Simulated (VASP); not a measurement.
```
Lu
1.0
    1.73268    -3.00110     0.00000
    1.73268     3.00110     0.00000
    0.00000     0.00000     5.39960
Lu
2
Direct
  0.33333   0.66667   0.25000
  0.66667   0.33333   0.75000
```

Calculation: AM05 GGA, VASP's PBE PAW potentials (set 64) (plane waves; VASP). Run with 520 eV cut-off, Gaussian smearing of 0.050 eV, potentials Lu_3.

Q: Give the energies of bands 7 to 12 at the high-symmetry points, in eV from the Fermi level.

A: 
| band | Γ | M | K | A | L | H |
|---|---|---|---|---|---|---|
| 7 | -6.16 | -2.39 | -0.98 | -4.42 | -2.18 | -0.65 |
| 8 | -2.47 | -1.46 | -0.98 | -4.42 | -2.18 | -0.65 |
| 9 | 0.82 | -0.89 | -0.75 | 1.24 | 0.13 | -0.49 |
| 10 | 2.23 | -0.32 | -0.63 | 1.24 | 0.13 | -0.49 |
| 11 | 2.23 | 1.69 | 1.34 | 2.13 | 1.44 | 0.43 |
| 12 | 2.71 | 1.88 | 1.34 | 2.13 | 1.44 | 0.43 |

It has no gap at this level: it comes out as a metal or semimetal.

The compound is Lu in the hcp structure. It was relaxed first.
